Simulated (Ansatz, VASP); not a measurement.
# Cross-check of TiB2 between VASP and Ansatz, part 2 of 2

Aim: how closely do two programs agree when they are given the same cell, functional and k mesh? The cell is taken from a series of runs on this material, whose earlier steps may have relaxed, scaled, displaced or heated it; both programs get it as it stands.

VASP 6.6.1 and Ansatz 0.2.0.

So far: Starting point; Ansatz: zone-centre phonons, PBEsol.

### 3. VASP: zone-centre phonons, PBEsol

Level of this step: PBEsol; plane waves and PAW (B, Ti_sv) (VASP).

The same cell, functional, mesh and smearing now go to VASP, with its own data sets.

Lines of VASP's logs that name or quote its potential files are left out, and so is its time.

INCAR reads:

```
SYSTEM = TiB2
PREC = Accurate
ENCUT = 500
EDIFF = 1E-08
NELM = 120
ISMEAR = 1
SIGMA = 0.2
LREAL = .FALSE.
ALGO = Normal
GGA = PS
NBANDS = 15
LASPH = .TRUE.
LORBIT = 11
LWAVE = .FALSE.
LCHARG = .FALSE.
ISIF = 2
IBRION = 8
GGA_COMPAT = .FALSE.
KPAR = 2
```

POSCAR reads:

```
TiB2
1.0
    3.0051999338      0.0000000000      0.0000000000
   -1.5025999669      2.6025794861      0.0000000000
    0.0000000000      0.0000000000      3.2796303749
B Ti
2 1
Direct
    0.3333333329      0.6666666671      0.5000000000
    0.6666666671      0.3333333329      0.5000000000
    0.0000000000      0.0000000000      0.0000000000
```

KPOINTS reads:

```
Automatic mesh
0
Gamma
15 15 16
0 0 0
```

The projector-augmented-wave data sets are B and Ti_sv (PBE family, release 64).

Launch:

```bash
mpirun -np 2 vasp_std
```

Numbers of over 12 decimals in the logs are rounded to 6 here.

Log:

```text
[banner, memory and clock lines left out]
running    2 mpi-ranks, on    1 nodes
 distrk:  each k-point on    1 cores,    2 groups
 distr:  one band on    1 cores,    1 groups

 POSCAR found type information on POSCAR B Ti
 POSCAR found :  2 types and       3 ions
|                                                                             |
|               ----> ADVICE to this user running VASP <----                  |
|                                                                             |
|     You enforced a specific xc type in the INCAR file but a different       |
|     [... a line on the potential file left out ...]
|     I HOPE YOU KNOW WHAT YOU ARE DOING!                                     |
|                                                                             |

 LDA part: xc-table for (Slater+PW92), standard interpolation
 POSCAR, INCAR and KPOINTS ok, starting setup
 FFT: planning ... GRIDC
 FFT: planning ... GRID_SOFT
 FFT: planning ... GRID
 WAVECAR not read
 entering main loop
       N       E                     dE             d eps       ncg     rms          rms(c)
DAV:   1     0.118903140014E+03    0.11890E+03   -0.89236E+03  7290   0.134E+03
DAV:   2    -0.235012978477E+02   -0.14240E+03   -0.13782E+03  7759   0.348E+02
DAV:   3    -0.307935839568E+02   -0.72923E+01   -0.72178E+01 10631   0.772E+01
DAV:   4    -0.309771769376E+02   -0.18359E+00   -0.18340E+00  8838   0.110E+01
DAV:   5    -0.309825756811E+02   -0.53987E-02   -0.53985E-02 10869   0.156E+00    0.169E+01
DAV:   6    -0.257659717820E+02    0.52166E+01   -0.21945E+01 10200   0.522E+01    0.379E+00
DAV:   7    -0.257655797784E+02    0.39200E-03   -0.12491E+00  7781   0.129E+01    0.341E+00
DAV:   8    -0.257667084310E+02   -0.11287E-02   -0.10067E-01 12079   0.281E+00    0.756E-01
DAV:   9    -0.257635696677E+02    0.31388E-02   -0.41192E-02  9213   0.268E+00    0.232E-01
DAV:  10    -0.257630877694E+02    0.48190E-03   -0.36397E-03  9256   0.766E-01    0.827E-02
DAV:  11    -0.257630925226E+02   -0.47532E-05   -0.25358E-04 10487   0.167E-01    0.521E-02
DAV:  12    -0.257630700814E+02    0.22441E-04   -0.86903E-05  8778   0.120E-01    0.133E-02
DAV:  13    -0.257630699130E+02    0.16839E-06   -0.48565E-06  9367   0.204E-02    0.174E-03
DAV:  14    -0.257630697392E+02    0.17385E-06   -0.40286E-07 10061   0.640E-03    0.582E-04
DAV:  15    -0.257630698032E+02   -0.64041E-07   -0.23332E-08  7146   0.169E-03    0.459E-04
DAV:  16    -0.257630698039E+02   -0.68030E-09   -0.24380E-09  4534   0.581E-04
   1 F= -.25763070E+02 E0= -.25763104E+02  d E =0.103349E-03
 Linear response reoptimize wavefunctions to high precision
DAV:   1    -0.257630698083E+02   -0.43863E-08   -0.45662E-10  5031   0.204E-04
DAV:   2    -0.257630698083E+02   -0.10004E-10   -0.71050E-11  4016   0.809E-05
 Linear response DOF=           4
 Linear response progress:
  Degree of freedom:   1/  4
       N       E                     dE             d eps       ncg     rms          rms(c)
RMM:   1    -0.500705685643E-01   -0.50071E-01   -0.26754E-02 70853   0.135E+00
RMM:   2    -0.446445820481E-01    0.54260E-02   -0.29340E-03 58678   0.360E-01    0.166E-01
RMM:   3    -0.444871697703E-01    0.15741E-03   -0.10790E-03 59462   0.183E-01    0.826E-02
RMM:   4    -0.450579096698E-01   -0.57074E-03   -0.76583E-04 59035   0.140E-01    0.898E-03
RMM:   5    -0.450451271509E-01    0.12783E-04   -0.13470E-04 71386   0.532E-02    0.328E-03
RMM:   6    -0.450687632677E-01   -0.23636E-04   -0.32307E-05 74878   0.229E-02    0.133E-03
RMM:   7    -0.450623513008E-01    0.64120E-05   -0.56248E-06 72981   0.939E-03    0.432E-04
RMM:   8    -0.450675780241E-01   -0.52267E-05   -0.16713E-06 75178   0.450E-03    0.212E-04
RMM:   9    -0.450665086786E-01    0.10693E-05   -0.51686E-07 75375   0.220E-03    0.697E-05
RMM:  10    -0.450664342104E-01    0.74468E-07   -0.17785E-07 75886   0.109E-03    0.271E-05
RMM:  11    -0.450666190621E-01   -0.18485E-06   -0.29512E-07 75065   0.562E-04    0.176E-05
RMM:  12    -0.450666368917E-01   -0.17830E-07   -0.31935E-08 74986   0.308E-04    0.149E-05
RMM:  13    -0.450665985545E-01    0.38337E-07   -0.52297E-09 75793   0.166E-04    0.240E-06
RMM:  14    -0.450665998334E-01   -0.12788E-08   -0.17322E-08 78951   0.935E-05    0.123E-06
 first order change of Fermi-energy   0.69122E-03
 force on displaced ion       1 direction 1 : -20.349   0.000   0.000
 Linear response progress:
  Degree of freedom:   2/  4
       N       E                     dE             d eps       ncg     rms          rms(c)
RMM:   1    -0.464633205401E-01   -0.46463E-01    0.12691E-02 23584   0.172E+00
RMM:   2    -0.444615509595E-01    0.20018E-02   -0.24776E-03 21665   0.351E-01    0.125E-01
RMM:   3    -0.443850179330E-01    0.76533E-04   -0.10830E-03 22126   0.188E-01    0.601E-02
RMM:   4    -0.447934125855E-01   -0.40839E-03   -0.55834E-04 22596   0.128E-01    0.126E-02
RMM:   5    -0.448359924654E-01   -0.42580E-04   -0.11448E-04 25472   0.542E-02    0.369E-03
RMM:   6    -0.448657241080E-01   -0.29732E-04   -0.23143E-05 26664   0.244E-02    0.149E-03
RMM:   7    -0.448517722103E-01    0.13952E-04   -0.55237E-06 26095   0.112E-02    0.558E-04
RMM:   8    -0.448538714585E-01   -0.20992E-05   -0.14383E-06 26966   0.563E-03    0.201E-04
RMM:   9    -0.448542850565E-01   -0.41360E-06   -0.86726E-07 26935   0.271E-03    0.138E-04
RMM:  10    -0.448542809538E-01    0.41027E-08   -0.59665E-07 26277   0.138E-03    0.838E-05
RMM:  11    -0.448547183765E-01   -0.43742E-06   -0.33214E-07 26563   0.709E-04    0.382E-05
RMM:  12    -0.448546810049E-01    0.37372E-07   -0.13330E-07 27458   0.376E-04    0.583E-06
RMM:  13    -0.448546754547E-01    0.55502E-08   -0.12563E-07 27362   0.193E-04    0.108E-05
RMM:  14    -0.448546655162E-01    0.99385E-08   -0.66184E-08 26385   0.112E-04    0.123E-05
 first order change of Fermi-energy   0.68697E-03
 force on displaced ion       1 direction 3 :  -0.000   0.000  -9.265
 Linear response progress:
  Degree of freedom:   3/  4
       N       E                     dE             d eps       ncg     rms          rms(c)
RMM:   1    -0.687117172322E+00   -0.68712E+00    0.58237E+00 17506   0.136E+02
RMM:   2    -0.651125342383E+00    0.35992E-01   -0.33279E-01 29072   0.513E+00    0.180E-01
RMM:   3    -0.648959338159E+00    0.21660E-02   -0.22255E-02 34196   0.123E+00    0.789E-02
RMM:   4    -0.648540316471E+00    0.41902E-03   -0.12532E-02 38166   0.560E-01    0.187E-02
RMM:   5    -0.649321142721E+00   -0.78083E-03   -0.11256E-03 39441   0.191E-01    0.104E-02
RMM:   6    -0.649642700087E+00   -0.32156E-03   -0.28045E-04 40655   0.821E-02    0.418E-03
RMM:   7    -0.649801696838E+00   -0.15900E-03   -0.69712E-05 40146   0.372E-02    0.126E-03
RMM:   8    -0.649850066604E+00   -0.48370E-04   -0.24399E-05 41348   0.170E-02    0.242E-04
RMM:   9    -0.649860131157E+00   -0.10065E-04   -0.15372E-05 42386   0.893E-03    0.982E-05
RMM:  10    -0.649862464624E+00   -0.23335E-05   -0.11339E-05 42883   0.489E-03    0.112E-04
RMM:  11    -0.649861435105E+00    0.10295E-05   -0.10004E-05 42762   0.306E-03    0.199E-04
RMM:  12    -0.649860998948E+00    0.43616E-06   -0.82041E-06 41652   0.211E-03    0.239E-04
RMM:  13    -0.649864778484E+00   -0.37795E-05   -0.68163E-06 39035   0.161E-03    0.149E-04
RMM:  14    -0.649864957303E+00   -0.17882E-06   -0.53172E-06 42839   0.123E-03    0.157E-04
[...]
RMM:  27    -0.649870899990E+00   -0.17773E-07   -0.90427E-07 30829   0.250E-04    0.142E-05
RMM:  28    -0.649870909199E+00   -0.92088E-08   -0.83615E-07 20297   0.227E-04    0.162E-05
RMM:  29    -0.649870921381E+00   -0.12182E-07   -0.76449E-07 19218   0.205E-04    0.181E-05
RMM:  30    -0.649870932854E+00   -0.11473E-07   -0.70449E-07 21946   0.188E-04    0.191E-05
RMM:  31    -0.649870942926E+00   -0.10072E-07   -0.64370E-07 22316   0.172E-04    0.212E-05
RMM:  32    -0.649870948753E+00   -0.58276E-08   -0.60589E-07 16704   0.158E-04    0.225E-05
RMM:  33    -0.649870952336E+00   -0.35826E-08   -0.54374E-07 16871   0.146E-04    0.233E-05
RMM:  34    -0.649870956968E+00   -0.46316E-08   -0.50575E-07 16054   0.134E-04    0.245E-05
 first order change of Fermi-energy   0.35141E-03
 force on displaced ion       3 direction 1 : -13.923  -0.000   0.000
 Linear response progress:
  Degree of freedom:   4/  4
       N       E                     dE             d eps       ncg     rms          rms(c)
RMM:   1    -0.819021231746E+00   -0.81902E+00   -0.38575E+00  7499   0.131E+02
RMM:   2    -0.769563330403E+00    0.49458E-01   -0.30962E-01 11942   0.472E+00    0.194E-01
RMM:   3    -0.768294856838E+00    0.12685E-02   -0.23361E-02 13962   0.117E+00    0.870E-02
RMM:   4    -0.768682695691E+00   -0.38784E-03   -0.16182E-02 15237   0.572E-01    0.259E-02
RMM:   5    -0.769531687895E+00   -0.84899E-03   -0.14668E-03 16212   0.190E-01    0.221E-02
RMM:   6    -0.771291263263E+00   -0.17596E-02   -0.26535E-04 13904   0.103E-01    0.194E-02
RMM:   7    -0.770593375202E+00    0.69789E-03   -0.83891E-05 14718   0.469E-02    0.115E-03
RMM:   8    -0.770592592270E+00    0.78293E-06   -0.24055E-05 16554   0.213E-02    0.556E-04
RMM:   9    -0.770603168887E+00   -0.10577E-04   -0.81567E-06 17120   0.103E-02    0.238E-04
RMM:  10    -0.770601541506E+00    0.16274E-05   -0.43316E-06 17235   0.561E-03    0.143E-04
RMM:  11    -0.770603358998E+00   -0.18175E-05   -0.47921E-06 16863   0.328E-03    0.118E-04
RMM:  12    -0.770606586655E+00   -0.32277E-05   -0.34481E-06 16957   0.220E-03    0.635E-05
RMM:  13    -0.770610932623E+00   -0.43460E-05   -0.20525E-06 15824   0.161E-03    0.312E-05
RMM:  14    -0.770610142860E+00    0.78976E-06   -0.18514E-06 17048   0.119E-03    0.735E-06
RMM:  15    -0.770609687759E+00    0.45510E-06   -0.13060E-06 16849   0.934E-04    0.235E-05
RMM:  16    -0.770609880639E+00   -0.19288E-06   -0.10387E-06 17065   0.759E-04    0.240E-05
RMM:  17    -0.770610066919E+00   -0.18628E-06   -0.70614E-07 16585   0.637E-04    0.224E-05
RMM:  18    -0.770610232894E+00   -0.16597E-06   -0.61131E-07 16738   0.542E-04    0.216E-05
 first order change of Fermi-energy   0.20569E-02
 force on displaced ion       3 direction 3 :  -0.000   0.000 -13.370
 Linear response finished
```

Parts of OUTCAR (step 3):

```text
ion  position               nearest neighbor table
   1  0.333  0.667  0.500-   2 1.74   2 1.74   2 1.74   3 2.39   3 2.39   3 2.39   3 2.39   3 2.39
                             3 2.39
   2  0.667  0.333  0.500-   1 1.74   1 1.74   1 1.74   3 2.39   3 2.39   3 2.39   3 2.39   3 2.39
                             3 2.39
   3  0.000  0.000  0.000-   1 2.39   2 2.39   1 2.39   2 2.39   1 2.39   1 2.39   2 2.39   2 2.39
                             2 2.39   2 2.39   1 2.39   1 2.39

  LATTYP: Found a hexagonal cell.
 ALAT       =     3.0051999338
 C/A-ratio  =     1.0913185303

 Subroutine GETGRP returns: Found 24 space group operations
 (whereof 24 operations were pure point group operations)

The static configuration has the point symmetry D_6h.

 Found    243 irreducible k-points:

   k-points           NKPTS =    243   k-points in BZ     NKDIM =    243   number of bands    NBANDS=     15

   dimension x,y,z NGX =    24 NGY =   24 NGZ =   24
   dimension x,y,z NGXF=    48 NGYF=   48 NGZF=   48

   ENCUT  =  500.0 eV  36.75 Ry    6.06 a.u.   5.48  5.48  5.98*2*pi/ulx,y,z

   NELECT =      18.0000    total number of electrons

 k-points in reciprocal lattice and weights: Automatic mesh
   0.00000000  0.00000000  0.00000000       0.000
   0.06666667  0.00000000  0.00000000       0.002
   0.13333333 -0.00000000  0.00000000       0.002
   0.20000000 -0.00000000  0.00000000       0.002
   0.26666667 -0.00000000  0.00000000       0.002
   0.33333333 -0.00000000  0.00000000       0.002
   0.40000000  0.00000000  0.00000000       0.002
   0.46666667  0.00000000  0.00000000       0.002
   0.06666667  0.06666667  0.00000000       0.002
[...]
0.33333333  0.26666667  0.50000000       0.003
   0.33333333  0.33333333  0.50000000       0.001

 average (electrostatic) potential at core
       1 -22.3694       2 -22.3694       3 -70.7769

  Total        0.0666341      0.0666341     -1.9622996      0.0000000      0.0000000      0.0000000
  in kB        4.1620295      4.1620295   -122.5670186      0.0000000      0.0000000      0.0000000
  external PRESSURE =     -38.0809865 kB  Pullay stress =       0.0000000 kB

  energy-cutoff  :      500.00
  volume of cell :       25.65
      direct lattice vectors                 reciprocal lattice vectors
     3.005199934  0.000000000  0.000000000     0.332756563  0.192117091  0.000000000
    -1.502599967  2.602579486  0.000000000     0.000000000  0.384234182  0.000000000
     0.000000000  0.000000000  3.279630375     0.000000000  0.000000000  0.304912410

 POSITION                                       TOTAL-FORCE (eV/Angst)
 -----------------------------------------------------------------------------------
     -0.00000      1.73505      1.63982        -0.000000      0.000000      0.000000
      1.50260      0.86753      1.63982         0.000000     -0.000000      0.000000
      0.00000      0.00000      0.00000         0.000000      0.000000      0.000000
 -----------------------------------------------------------------------------------
    total drift:                               -0.000000      0.000000      0.000000

 Eigenvectors and eigenvalues of the dynamical matrix
 ----------------------------------------------------

   1 f  =   27.622032 THz   173.554344 2PiTHz  921.371804 cm-1   114.235493 meV
             X         Y         Z           dx          dy          dz
     -0.000000  1.735053  1.639815    -0.707107    0.000002   -0.000000
      1.502600  0.867526  1.639815     0.707107   -0.000002    0.000000
      0.000000  0.000000  0.000000    -0.000000   -0.000000    0.000000

   2 f  =   27.622032 THz   173.554344 2PiTHz  921.371804 cm-1   114.235493 meV
             X         Y         Z           dx          dy          dz
     -0.000000  1.735053  1.639815     0.000002    0.707107   -0.000000
      1.502600  0.867526  1.639815    -0.000002   -0.707107    0.000000
      0.000000  0.000000  0.000000     0.000000    0.000000    0.000000

   3 f  =   16.374476 THz   102.883870 2PiTHz  546.193742 cm-1    67.719363 meV
             X         Y         Z           dx          dy          dz
     -0.000000  1.735053  1.639815     0.000000   -0.000000    0.707107
      1.502600  0.867526  1.639815     0.000000   -0.000000   -0.707107
      0.000000  0.000000  0.000000    -0.000000   -0.000000   -0.000000

   4 f  =   15.103857 THz    94.900333 2PiTHz  503.810441 cm-1    62.464506 meV
             X         Y         Z           dx          dy          dz
     -0.000000  1.735053  1.639815     0.586711    0.000000   -0.000000
      1.502600  0.867526  1.639815     0.586711    0.000000    0.000000
      0.000000  0.000000  0.000000    -0.558157   -0.000000   -0.000000

   5 f  =   15.103857 THz    94.900333 2PiTHz  503.810441 cm-1    62.464506 meV
             X         Y         Z           dx          dy          dz
     -0.000000  1.735053  1.639815    -0.000000    0.586711    0.000000
      1.502600  0.867526  1.639815    -0.000000    0.586711    0.000000
      0.000000  0.000000  0.000000     0.000000   -0.558157   -0.000000

   6 f  =   14.799397 THz    92.987355 2PiTHz  493.654753 cm-1    61.205361 meV
             X         Y         Z           dx          dy          dz
     -0.000000  1.735053  1.639815    -0.000000    0.000000   -0.586692
      1.502600  0.867526  1.639815    -0.000000    0.000000   -0.586692
      0.000000  0.000000  0.000000    -0.000000   -0.000000    0.558198

   7 f/i=    0.007186 THz     0.045154 2PiTHz    0.239714 cm-1     0.029721 meV
             X         Y         Z           dx          dy          dz
     -0.000000  1.735053  1.639815     0.388530   -0.069385    0.000000
      1.502600  0.867526  1.639815     0.388530   -0.069385    0.000000
      0.000000  0.000000  0.000000     0.816813   -0.145869    0.000000

   8 f/i=    0.007186 THz     0.045154 2PiTHz    0.239714 cm-1     0.029721 meV
             X         Y         Z           dx          dy          dz
     -0.000000  1.735053  1.639815     0.069385    0.388530   -0.000000
      1.502600  0.867526  1.639815     0.069385    0.388530   -0.000000
      0.000000  0.000000  0.000000     0.145869    0.816813   -0.000000

   9 f/i=    0.007773 THz     0.048837 2PiTHz    0.259267 cm-1     0.032145 meV
             X         Y         Z           dx          dy          dz
     -0.000000  1.735053  1.639815     0.000000    0.000000    0.394706
      1.502600  0.867526  1.639815     0.000000    0.000000    0.394706
      0.000000  0.000000  0.000000     0.000000    0.000000    0.829708

 ELASTIC MODULI CONTR FROM IONIC RELAXATION (kBar)
 Direction    XX          YY          ZZ          XY          YZ          ZX
 --------------------------------------------------------------------------------
 XX         -82.8619     82.8619      0.0000     -0.0000      0.0000      0.0000
 YY          82.8619    -82.8619      0.0000      0.0000      0.0000      0.0000
 ZZ           0.0000      0.0000      0.0000      0.0000      0.0000      0.0000
 XY          -0.0000      0.0000      0.0000    -82.8619      0.0000      0.0000
 YZ           0.0000      0.0000      0.0000      0.0000      0.0000      0.0000
 ZX           0.0000      0.0000      0.0000      0.0000      0.0000      0.0000
 --------------------------------------------------------------------------------
```

Energies printed during the response cycles are not total energies of the cell.

### 4. Side by side

Known differences besides the potentials themselves: the cutoff is 420 eV in Ansatz and 500 eV in VASP; Ansatz makes its cores anew for this functional, VASP keeps those of its PBE data sets. Total energies have different zeros and are not compared.

Compared:

```
                  quantity  Ansatz   VASP  difference
     optical mode 1 (cm⁻¹)   492.2  493.7     -0.30 %
optical mode 2 to 3 (cm⁻¹)   503.6  503.8     -0.05 %
     optical mode 4 (cm⁻¹)   546.0  546.2     -0.04 %
optical mode 5 to 6 (cm⁻¹)   917.8  921.4     -0.39 %
```

Modes are paired by rising frequency, not by their patterns, so a pair may set unlike modes beside each other; they are those without the splitting of longitudinal modes.

### 5. What came out

| Item | Value |
| --- | --- |
| r.m.s. difference of the optical zone-centre modes, each program's sorted by frequency (zone-centre phonons, PBEsol) | 2.2 cm⁻¹ |

What this shows: The r.m.s. difference of the optical zone-centre modes, each program's sorted by frequency is 2.2 cm⁻¹ (zone-centre phonons, PBEsol). Such differences can come from data sets, numerical settings and the points named under the comparisons, not from the functional's error against experiment.

[Lines on the potential files, build, host, timing and source positions are cut from VASP's logs without a mark.]

[Logs are printed without paths, hosts, clocks, repeated set-up lines and the standing remarks that a program may print on its own settings, such as how far it seeks lower states.]

[Hosts, paths, dates, database ids (printed as entryN), source tags and the programs' standing remarks are cut or masked in the printed files.]
